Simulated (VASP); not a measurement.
Input:

```
CELL_PARAMETERS angstrom
      0.00000     3.25480     3.25480
      3.25480     0.00000     3.25480
      3.25480     3.25480     0.00000
ATOMIC_POSITIONS crystal
  Ca 0.00000 0.00000 0.00000
  Se 0.25000 0.25000 0.25000
```

Computed with PBEsol GGA, VASP's PBE PAW potentials (set 64) (plane waves; VASP 6.6.1). Run with 400 eV cut-off, 6×6×6 Γ-centred mesh, Gaussian smearing of 0.050 eV, potentials Ca_sv Se.

Question: Predict the energy per atom (σ→0).

Answer: 
energy per atom (σ→0): -4.713 eV/atom

Only differences to runs with the same potentials and settings are physical.

The structure was generated: CaSe was put into the zinc blende type (F-43m), which need not be its known phase. It was relaxed first, which changed the volume by -14 %. The start is the result of an earlier pass.
